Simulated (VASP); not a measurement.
An input for Ansatz (written as the equivalent of a VASP run, and not itself run):

Ansatz 0.2 input:
```yaml
crystal:
  lattice:
    - [3.6552232, 0.0000000, 0.0000000]
    - [-1.8276116, 3.1655156, 0.0000000]
    - [0.0000000, 0.0000000, 12.3620706]
  atoms:
    - { symbol: Sn, position: [0.3333330, 0.6666670, 0.6250049] }
    - { symbol: Sn, position: [0.6666670, 0.3333330, 0.1250049] }
    - { symbol: S, position: [0.6666670, 0.3333330, 0.7438709] }
    - { symbol: S, position: [0.3333330, 0.6666670, 0.2438709] }
    - { symbol: S, position: [1.0000000, 1.0000000, 0.0061242] }
    - { symbol: S, position: [0.0000000, 0.0000000, 0.5061242] }
kpoints:
  mp_grid: { grid: [6, 6, 2] }
hamiltonian:
  xc: pbesol
  pseudopotentials: { kind: paw }
scf:
  occupations: { method: gaussian, width: 0.05 }
  max_iter: 100
relax:
  max_steps: 60
  f_tol: 0.02
  cell: {}
output: { forces: true, stress: true, eigenvalues: true }
```

Question: Write the VASP files for the same calculation (PBEsol).

Answer: Several could match; the one computed here: 
INCAR:
```
SYSTEM = SnS2
PREC = Accurate
ENCUT = 400
EDIFF = 1E-6
NELM = 100
ALGO = Normal
LREAL = .FALSE.
LASPH = .TRUE.
ISMEAR = 0
SIGMA = 0.05
GGA = PS
LMAXMIX = 4
LWAVE = .FALSE.
LCHARG = .FALSE.
IBRION = 2
ISIF = 3
NSW = 60
EDIFFG = -0.02
```

**POSCAR**
```
SnS2
1
    3.6552231601    -0.0000000000     0.0000000000
   -1.8276115801     3.1655156407    -0.0000000000
    0.0000000000    -0.0000000000    12.3620706426
Sn S
2 4
Direct
  0.3333330000   0.6666670000   0.6250048656
  0.6666670000   0.3333330000   0.1250048656
  0.6666670000   0.3333330000   0.7438709379
  0.3333330000   0.6666670000   0.2438709379
  1.0000000000   1.0000000000   0.0061241965
  0.0000000000   0.0000000000   0.5061241965
```

### KPOINTS
```
Automatic mesh
0
Gamma
6 6 2
0 0 0
```

POTCAR, in this order: Sn_d S (PBE.64 set). Program: vasp_std.

Limits of the translation: each code has its own PAW files, so the cut-off isn't converted (ENCUT is set for VASP's; basis.ecutwfc is left out, and Ansatz then takes the one that its files recommend); Ansatz stops its SCF on the density residual and VASP on the energy change (EDIFF).

The structure comes from a computed database's SnS2 entry (P6_3mc); how it stands against other phases isn't given here. This run relaxes it. Symmetry was kept, so distortions that lower it aren't found. The start is the result of an earlier pass.
